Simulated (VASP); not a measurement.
A convergence study with VASP on Y (space group no. 194 when undisturbed): one setting is varied, all else stays as given below, so the limit is that of these other settings. One atom is moved off its site, so that forces are finite.

```
CELL_PARAMETERS angstrom
      1.81953    -3.15151     0.00000
      1.81953     3.15151     0.00000
      0.00000     0.00000     5.71281
ATOMIC_POSITIONS crystal
  Y  0.33333 0.66667 0.25875
  Y  0.66667 0.33333 0.75000
```

Method: PBE GGA, VASP's PBE PAW potentials (set 64) (plane waves; VASP 6.6.1). The tightest run used: 720 eV cut-off, 10×10×6 Γ-centred mesh, Gaussian smearing of 0.10 eV, potentials Y_sv.

```csv
setting,E (eV/atom),pressure (GPa),largest force (eV/Å),plane waves
ENCUT = 105,-6.4066,-77.84,0.027,168
ENCUT = 120,-6.2731,-43.37,0.096,214
ENCUT = 135,-6.4116,-22.62,0.211,245
ENCUT = 150,-6.4194,-10.47,0.243,288
ENCUT = 165,-6.4211,-4.44,0.215,326
ENCUT = 180,-6.4194,-1.77,0.192,368
ENCUT = 210,-6.4198,-0.39,0.182,482
ENCUT = 240,-6.4232,-0.40,0.182,568
```

Task: These are the cheaper rows. Estimate the results at ENCUT = 720, and how far the last row shown lies from them.

Result: 
| quantity | tightest run | last row shown is off by |
|---|---|---|
| E (eV/atom) | -6.4324 | 0.0093 |
| pressure (GPa) | 0.00 | -0.40 |
| largest force (eV/Å) | 0.180 | 0.001 |

Left out are rungs that failed or repeat a setting and relaxations that didn't move; long series are thinned to 24 rows.

The structure is a typed Y crystal (space group no. 194). The cell was not relaxed at this level, it is distorted from the ideal structure.
